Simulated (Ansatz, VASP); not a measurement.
One calculation of ZnBi3, two programs

```xyz
4
Lattice="4.7737 0.0000 0.0000 0.0000 4.7737 0.0000 0.0000 0.0000 4.7737" Properties=species:S:1:pos:R:3 pbc="T T T"
Bi    2.3868    2.3868    0.0000
Bi    2.3868    0.0000    2.3868
Bi    0.0000    2.3868    2.3868
Zn    0.0000    0.0000    0.0000
```

Change from the starting cell: volume scaled by 0.94.

Alike in both runs: task single point; functional PBE; k mesh 6 × 6 × 6; occupations fermi-dirac, width 0.05 eV; no spin polarisation.

```csv
,VASP,Ansatz
version,VASP 6.6.1,Ansatz 0.2.0
potentials or method,"VASP PAW PBE potentials, release 64 (Bi_d, Zn)",Ansatz PAW
plane-wave cutoff (eV),520,420
valence electrons in the cell,57,57
```

```csv
,VASP,Ansatz,Ansatz less VASP
gap on the k mesh at the Fermi level (eV),none,none,-
pressure (GPa),3.4,3.5,+0.04
```

A gap of «none» marks a metal or a gap that the smearing closes.

Caveats: spin-orbit coupling is left out, which moves the levels of the heavy elements.
